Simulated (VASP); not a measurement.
Input:

```xyz
2
Lattice="0.0000 2.1888 2.1888 2.1888 0.0000 2.1888 2.1888 2.1888 0.0000" Properties=species:S:1:pos:R:3 pbc="T T T"
Al     0.0000     0.0000     0.0000
N      3.2831     3.2831     3.2831
```

Level of theory: PBEsol GGA, VASP's PBE PAW potentials (set 64) (plane waves; VASP 6.6.1). Settings: 520 eV cut-off, 13×13×13 Γ-centred mesh, Gaussian smearing of 0.010 eV, potentials Al N.

Question: The job: AlN (space group F-43m), 2 atoms, PBEsol, optics run with many empty bands, 520 eV, 13×13×13 Γ-centred mesh. Roughly how much core time does it take on a busy server core?

Answer: About 20 core-seconds (one run on a shared machine, a rough figure). It had 84 irreducible k-points, 24 bands, up to 576 plane waves and 13 electronic steps.

The structure comes from a computed database's AlN entry (F-43m); how it stands against other phases isn't given here. It was relaxed first.
